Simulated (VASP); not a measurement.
These are PBE GGA with D3 dispersion (Becke-Johnson damping), VASP's PBE PAW potentials (set 64) (plane waves; VASP) values and carry that method's errors.

Input for VASP

### KPOINTS
```
Automatic mesh
0
Gamma
5 5 8
0 0 0
```

INCAR:
```
SYSTEM = ZnF2
PREC = Accurate; ENCUT = 520; LREAL = .FALSE.
LASPH = .TRUE.
EDIFF = 1E-7; NELM = 100; ALGO = Normal
LMAXMIX = 4
ISMEAR = -5
GGA = PE; IVDW = 12
ISIF = 2
LWAVE = .FALSE.; LCHARG = .TRUE.; LORBIT = 11
NEDOS = 601
LEFG = .TRUE.
```

POSCAR:
```
ZnF2
1
    4.7636431811     0.0000000000     0.0000000000
   -0.0000000000     4.7636431811     0.0000000000
    0.0000000000     0.0000000000     3.1803415616
Zn F
2 4
Direct
  0.0000000000   0.0000000000   0.0000000000
  0.5000000000   0.5000000000   0.5000000000
  0.3034714450   0.3034714450   0.0000000000
  0.8034714450   0.1965285550   0.5000000000
  0.1965285550   0.8034714450   0.5000000000
  0.6965285550   0.6965285550   0.0000000000
```

POTCAR, in this order: Zn F (PBE.64 set). Program: vasp_std.

Task: What does the run give for the energy per atom (σ→0), dispersion energy, band gap (on the k-mesh)?

Result: 
- energy per atom (σ→0) = -386.3 kJ/mol-atom
- dispersion energy = -0.789 eV
- band gap (on the k-mesh) = 3.43 eV

File OSZICAR:
```
...
DAV:  11    -0.232364357030E+02    0.61020E-03   -0.74046E-03  2780   0.162E+00    0.958E-02
DAV:  12    -0.232365888307E+02   -0.15313E-03   -0.19831E-03  1923   0.317E-01    0.424E-02
DAV:  13    -0.232365517165E+02    0.37114E-04   -0.10589E-04  2566   0.217E-01    0.105E-02
DAV:  14    -0.232365510262E+02    0.69035E-06   -0.22913E-05  2196   0.173E-01    0.808E-03
DAV:  15    -0.232365505966E+02    0.42959E-06   -0.13163E-05  2839   0.821E-02    0.222E-03
DAV:  16    -0.232365506984E+02   -0.10184E-06   -0.84003E-07  2084   0.666E-03    0.133E-03
DAV:  17    -0.232365507096E+02   -0.11149E-07   -0.94840E-08  1238   0.258E-03
   1 F= -.24025213E+02 E0= -.24025213E+02  d E =0.000000E+00
```

The compound is ZnF2 in the rutile structure. It was relaxed first.
